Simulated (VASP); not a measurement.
```yaml
crystal:
  lattice:
    - [0.00000, 2.94549, 2.94549]
    - [2.94549, 0.00000, 2.94549]
    - [2.94549, 2.94549, 0.00000]
  atoms:
    - { symbol: Pb, position: [0.00000, 0.00000, 0.00000] }
    - { symbol: S, position: [0.50000, 0.50000, 0.50000] }
```

These are SCAN meta-GGA, VASP's PBE PAW potentials (set 64) (plane waves; VASP 6.6.1) values and carry that method's errors. Numerical set-up: 520 eV cut-off, 8×8×8 Γ-centred mesh, Gaussian smearing of 0.050 eV, potentials Pb_d S.

Unless said otherwise, spin-orbit coupling is left out, though it shifts the bands of the heavy elements here.

### Question
Predict the energy per atom (σ→0), pressure, band gap (on the k-mesh) with the smallest direct gap where there is one.

### Answer

```json
{
  "band gap (on the k-mesh)": "0.50 eV",
  "smallest direct gap (on the k-mesh)": "0.50 eV",
  "energy per atom (σ→0)": "-43.241 eV/atom",
  "pressure": "2.02 GPa"
}
```

Total energies compare only between runs with the same potentials, cut-off and functional.

The compound is PbS in the rock salt structure. This cell is one point of a volume scan, at 0.97 of the reference volume.
